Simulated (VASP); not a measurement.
Energy against volume of CuZn (CsCl type). Calculation: vdW-DF-cx, VASP's PBE PAW potentials (set 64) (plane waves; VASP).

```csv
V (Å³/atom),E (eV/atom)
11.733,0.31139
12.108,0.29463
12.482,0.28884
12.857,0.29221
13.231,0.30327
```

Problem. Fit a third-order Birch-Murnaghan equation of state.

Solution. 
The volume per atom is 12.52 Å^3/atom and the bulk modulus is 128 GPa. The pressure derivative of the bulk modulus comes out as 4.92 and the lattice constant a is 2.926 Å.

Measured: bulk modulus 116 GPa (computed value off by +10.8 %), as given by Niraj K. Nepal et al., Physical Review B (2020), arXiv:2007.11150; a 2.958 Å (computed value off by -1.1 %), as given by First-Principles Study on the Electrical and Thermal Conductivities of Cu–Zn Binary Alloys. The calculation is for a static lattice, while the measured bulk modulus, a hold thermal and zero-point effects, which are part of the difference.

The compound is CuZn in the CsCl type structure. It was relaxed first.
